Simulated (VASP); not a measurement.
```cif
data_Ag
_chemical_formula_sum 'Ag1'
_space_group_name_H-M_alt 'P 1'
_space_group_IT_number 1
_cell_length_a 2.90297
_cell_length_b 2.90297
_cell_length_c 2.90297
_cell_angle_alpha 60.000
_cell_angle_beta 60.000
_cell_angle_gamma 60.000
loop_
_space_group_symop_operation_xyz
  'x, y, z'
loop_
_atom_site_label
_atom_site_type_symbol
_atom_site_fract_x
_atom_site_fract_y
_atom_site_fract_z
_atom_site_occupancy
Ag1 Ag 0.00000 0.00000 0.00000 1
```

Computed with r2SCAN meta-GGA, VASP's PBE PAW potentials (set 64) (plane waves; VASP). Settings: 520 eV cut-off, 15×15×15 Γ-centred mesh, first-order Methfessel-Paxton smearing of 0.10 eV, potentials Ag.

Problem. Give the energy at these volumes per atom, relative to the lowest: 16.27, 16.79, 17.31, 17.82, 18.34 Å³.

Solution. 22.9, 5.3, 0.0, 4.8, 17.4 meV/atom. A third-order Birch-Murnaghan fit gives B0 = 102 GPa and B0′ = 6.6.

Measured: bulk modulus 110 GPa at 0 K (computed value off by -7.1 %), as given by H. Levämäki et al., Physical Review B (2014), arXiv:1402.3671 [corrected for temperature and zero-point phonon effects]; a 4.062 Å at 0 K (computed value off by +1.1 %), as given by Daniel Mejia-Rodriguez et al., Physical Review B (2018), arXiv:1807.09216 [static lattice: zero-point anharmonic expansion removed].

The compound is Ag in the fcc structure. It was relaxed first.
